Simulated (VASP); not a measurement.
```
HfPbO3
1.0
    4.07468     0.00000     0.00000
    0.00000     4.07468     0.00000
    0.00000     0.00000     4.07468
Hf Pb O
1 1 3
Direct
  0.50000   0.50000   0.50000
  0.00000   0.00000   0.00000
  0.00000   0.50000   0.50000
  0.50000   0.00000   0.50000
  0.50000   0.50000   0.00000
```

Level of theory: LDA (Ceperley-Alder, Perdew-Zunger), VASP's LDA PAW potentials (set 64) (plane waves; VASP). Run with 520 eV cut-off, 7×7×7 Γ-centred mesh, Gaussian smearing of 0.010 eV, potentials Hf_pv Pb_d O.

Task: The job: HfPbO3 (space group Pm-3m), 5 atoms, LDA, optics run with many empty bands, 520 eV, 7×7×7 Γ-centred mesh. Roughly how much core time does it take on a busy server core?

Result: About 50 core-seconds (one run on a shared machine, a rough figure). It had 20 irreducible k-points, 75 bands, up to 1841 plane waves and 13 electronic steps.

The structure comes from a computed database's HfPbO3 entry (Pm-3m); how it stands against other phases isn't given here. It was relaxed first, which changed the volume by -6 %.
